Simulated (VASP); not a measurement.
VASP input:

### KPOINTS
```
Automatic mesh
0
Gamma
17 17 8
0 0 0
```

### POSCAR
```
Zn
1
    1.2438903604    -2.1544819064    -0.0000000000
    1.2438903604     2.1544819064     0.0000000000
    0.0000000000     0.0000000000     4.4107865391
Zn
2
Direct
  0.3333330000   0.6666670000   0.2500000000
  0.6666670000   0.3333330000   0.7500000000
```

### INCAR
```
! general
SYSTEM =Zn
PREC   =Accurate
ENCUT  =500
LREAL  =.FALSE.
LASPH  =.TRUE.

! electronic loop
EDIFF  =1E-6
NELM   =100
ALGO   =Normal
LMAXMIX=4

! smearing
ISMEAR =1
SIGMA  =0.1

! ions
IBRION =2
NSW    =40
ISIF   =3
EDIFFG =-0.02
PSTRESS=200

! output
LWAVE  =.FALSE.
LCHARG =.FALSE.
```

POTCAR, in this order: Zn (LDA.64 set). Program: vasp_std.

Task: Write an equivalent input for Ansatz.

Result: One equivalent input (not run):
Ansatz 0.2 input:
```yaml
crystal:
  lattice:
    - [1.2438904, -2.1544819, 0.0000000]
    - [1.2438904, 2.1544819, 0.0000000]
    - [0.0000000, 0.0000000, 4.4107865]
  atoms:
    - { symbol: Zn, position: [0.3333330, 0.6666670, 0.2500000] }
    - { symbol: Zn, position: [0.6666670, 0.3333330, 0.7500000] }
kpoints:
  mp_grid: { grid: [17, 17, 8] }
hamiltonian:
  xc: lda
  pseudopotentials: { kind: paw }
scf:
  occupations: { method: methfessel_paxton, width: 0.1 }
  max_iter: 100
relax:
  max_steps: 40
  f_tol: 0.02
  cell: { p_target: 20 }
output: { forces: true, stress: true, eigenvalues: true }
```
What does not carry over: each code has its own PAW files, so the cut-off isn't converted (ENCUT is set for VASP's; basis.ecutwfc is left out, and Ansatz then takes the one that its files recommend); Ansatz stops its SCF on the density residual and VASP on the energy change (EDIFF); Ansatz's lda is the Perdew-Wang form, while the LDA potentials of VASP carry Perdew-Zunger's.

The compound is Zn in the hcp structure. This run relaxes it under an external pressure of 20 GPa. Symmetry was kept, so distortions that lower it aren't found.
